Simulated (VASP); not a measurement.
Given:

```
CELL_PARAMETERS angstrom
      2.87897     0.00000     0.00000
      0.00000     2.87897     0.00000
      0.00000     0.00000     2.87897
ATOMIC_POSITIONS crystal
  Ga 0.50000 0.50000 0.50000
  Co 0.00000 0.00000 0.00000
```

Calculation: PBE GGA with spin-orbit coupling, VASP's PBE PAW potentials (set 64) (plane waves; VASP). Settings: 400 eV cut-off, 11×11×11 Γ-centred mesh, Gaussian smearing of 0.050 eV, potentials Ga_d Co.

What does the run give for the energy per atom (σ→0), band gap (over mesh and band path) with the smallest direct gap where there is one?

```json
{
  "band gap (over mesh and band path)": "none (metal, semimetal or under 0.01 eV)",
  "energy per atom (σ→0)": "-5.246 eV/atom"
}
```

Total energies compare only between runs with the same potentials, cut-off and functional.

The compound is CoGa in the CsCl type structure. It was relaxed first.
